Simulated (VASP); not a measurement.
Ti3BiO3:

```
Ti Bi O
1.0
     4.72746    0.00000    0.00000
     0.00000    4.72746    0.00000
     0.00000    0.00000    4.72746
Ti Bi O
3 1 3
Direct
  0.50000 0.50000 0.00000
  0.00000 0.50000 0.50000
  0.50000 0.00000 0.50000
  0.50000 0.50000 0.50000
  0.50000 0.00000 0.00000
  0.00000 0.50000 0.00000
  0.00000 0.00000 0.50000
```

The cell was built by a generator and needn't be a form met in nature.

| Item | Value |
| --- | --- |
| Program | VASP 6.6.1 |
| Task | relaxation of cell and atoms |
| Functional | PBE |
| Potentials or basis | VASP PAW PBE potentials, release 64 (Ti_sv, Bi_d, O) |
| Cutoff | 520 eV |
| k mesh | 3 × 3 × 3 |
| Occupations | gaussian, width 0.15 eV |
| Spin | no spin polarisation |

At the start: pressure 12.3 GPa; volume 15.09 Å³/atom.

**Question.** Where does the relaxation end?

**Answer.** Over 3 steps the energy falls by 56.2 meV/atom and the volume is 16.65 Å³/atom (+10.3 %); space group Pm-3m (No. 221, to 0.05 Å).

Step by step:
| step | energy change (eV) | largest force (eV/Å) | pressure (GPa) | volume (Å³) |
| --- | --- | --- | --- | --- |
| 1 | 0.0000 | 0.0000 | 12.28 | 105.65 |
| 2 | -0.2227 | 0.0000 | -6.74 | 124.34 |
| 3 | -0.3934 | 0.0000 | -0.23 | 116.56 |

Final structure:
```
Ti Bi O
1.0
     4.88478    0.00000    0.00000
     0.00000    4.88478    0.00000
     0.00000    0.00000    4.88478
Ti Bi O
3 1 3
Direct
  0.50000 0.50000 0.00000
  0.00000 0.50000 0.50000
  0.50000 0.00000 0.50000
  0.50000 0.50000 0.50000
  0.50000 0.00000 0.00000
  0.00000 0.50000 0.00000
  0.00000 0.00000 0.50000
```

Caveat: the k mesh is coarse (spacing up to 0.44 Å⁻¹), so the values aren't converged; an odd number of electrons without spin polarisation forces a metal; a magnetic or distorted state may lie lower; the relaxation stopped at a loose force limit of 0.08 eV/Å, so its end isn't a converged minimum.
